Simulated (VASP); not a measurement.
Data:

```xyz
4
Lattice="4.7231 0.0000 0.0000 0.0000 4.7231 0.0000 0.0000 0.0000 5.9515" Properties=species:S:1:pos:R:3 pbc="T T T"
Yb     2.3615     0.0000     1.4093
Yb     0.0000     2.3615     4.5421
Se     0.0000     0.0000     0.0000
Se     2.3615     2.3615     0.0000
```

The numbers are results of PBE GGA, VASP's PBE PAW potentials (set 64) (plane waves; VASP), not measurements. Run with 450 eV cut-off, 4×4×4 Γ-centred mesh, Gaussian smearing of 0.050 eV, potentials Yb_2 Se.

The 4f electrons are frozen in the core of the lanthanide potential, so 4f levels, which can set the real gap, and their magnetism are missing.

Task: Which forces act on the atoms, in eV/Å?

Result: 
| atom | Fx | Fy | Fz |
|---|---|---|---|
| Yb1 | 0.000 | 0.000 | -0.450 |
| Yb2 | 0.000 | 0.000 | 0.450 |
| Se3 | 0.000 | 0.000 | 0.000 |
| Se4 | 0.000 | 0.000 | 0.000 |

Task: Give the stress tensor in GPa (positive for a compressed cell).

Result: 
```
 9.03   0.00   0.00
 0.00   9.03   0.00
 0.00   0.00  -3.27
```
The pressure is its mean diagonal, 4.93 GPa.

The structure was generated: YbSe was put into the litharge type (P4/nmm), which need not be its known phase. The cell was not relaxed at this level. The k-mesh is coarse (spacing up to 0.33 per Å, 2π included), so the numbers may not be converged in it. The run is one of a series of settings (ENCUT = 450 against the base run), some of them coarse on purpose.
